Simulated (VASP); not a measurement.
The system is Zn.

```
Zn
1.0
     2.67000    0.00000    0.00000
    -1.33500    2.31229    0.00000
     0.00000    0.00000    4.96600
Zn
2
Cartesian
  0.0000 1.5415 1.2415
  1.3350 0.7708 3.7245
```

```yaml
Program: VASP 6.6.1
Task: relaxation of cell and atoms
Functional: PBE
Potentials_or_basis: VASP PAW PBE potentials, release 64 (Zn)
Cutoff: 600 eV
k_mesh: 21 × 21 × 9
Occupations: methfessel-paxton, width 0.1 eV
Spin: no spin polarisation
```

At the start: pressure -0.7 GPa; volume 15.33 Å³/atom.

Task: Where does the relaxation end?

Result: Over 11 steps the energy falls by 2.5 meV/atom and the volume is 15.41 Å³/atom (+0.5 %); space group P6_3/mmc (No. 194, to 0.05 Å).

Step by step:
| step | energy change (eV) | largest force (eV/Å) | pressure (GPa) | volume (Å³) |
| --- | --- | --- | --- | --- |
| 1 | 0.0000 | 0.0000 | -0.66 | 30.66 |
| 2 | -0.0026 | 0.0000 | 0.29 | 30.38 |
| 3 | -0.0028 | 0.0000 | 0.45 | 30.30 |
| 4 | -0.0028 | 0.0000 | 0.74 | 30.27 |
| 5 | -0.0028 | 0.0000 | 0.45 | 30.29 |
| 6 | -0.0028 | 0.0000 | 0.58 | 30.28 |
| 7 | -0.0038 | 0.0000 | 0.25 | 30.44 |
| 8 | -0.0042 | 0.0000 | 0.08 | 30.58 |
| 9 | -0.0048 | 0.0000 | -0.32 | 30.85 |
| 10 | -0.0048 | 0.0000 | 0.28 | 30.77 |
| 11 | -0.0049 | 0.0000 | 0.06 | 30.81 |

Final structure:
```xyz
2
Lattice="2.6367 0.0000 0.0000 -1.3184 2.2835 0.0000 0.0000 0.0000 5.1175" Properties=species:S:1:pos:R:3 pbc="T T T"
Zn    0.0000    1.5223    1.2794
Zn    1.3184    0.7612    3.8381
```
